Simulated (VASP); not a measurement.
Method: LDA (Ceperley-Alder, Perdew-Zunger), VASP's LDA PAW potentials (set 64) (plane waves; VASP).

Input for VASP

KPOINTS:
```
K-points
0
gamma
  6 6 6
0 0 0
```

### POSCAR
```
KTaO3
1
    3.9605448231     0.0000000000     0.0000000000
    0.0000000000     3.9605448231     0.0000000000
    0.0000000000     0.0000000000     3.9605448231
K Ta O
1 1 3
Direct
  0.0000000000   0.0000000000   0.0000000000
  0.5000000000   0.5000000000   0.5000000000
  0.5000000000   0.0000000000   0.5000000000
  0.0000000000   0.5000000000   0.5000000000
  0.5000000000   0.5000000000   0.0000000000
```

**INCAR**
```
! general
SYSTEM  = KTaO3
PREC    = Accurate
ENCUT   = 520   ! plane-wave cut-off (eV)
LREAL   = .FALSE.
LASPH   = .TRUE.   ! aspherical one-centre terms

! electronic loop
EDIFF   = 1E-7   ! SCF stop (eV)
NELM    = 100
ALGO    = Normal
LMAXMIX = 6

! smearing
ISMEAR  = 0   ! Gaussian
SIGMA   = 0.05   ! width (eV)

! ions
ISIF    = 2   ! forces and stress, cell fixed

! output
LWAVE   = .FALSE.
LCHARG  = .FALSE.
```

POTCAR, in this order: K_sv Ta_pv O (LDA.64 set). Program: vasp_std.

Question: What will the output report for the number of irreducible k-points (NKPTS), largest plane-wave count, number of space-group operations, FFT grid (NGX, NGY, NGZ)?

Answer: 
- number of irreducible k-points (NKPTS): 20
- largest plane-wave count: 1743
- number of space-group operations: 48
- FFT grid (NGX, NGY, NGZ): 30 × 30 × 30

The compound is KTaO3 in the cubic perovskite structure. It was relaxed first.
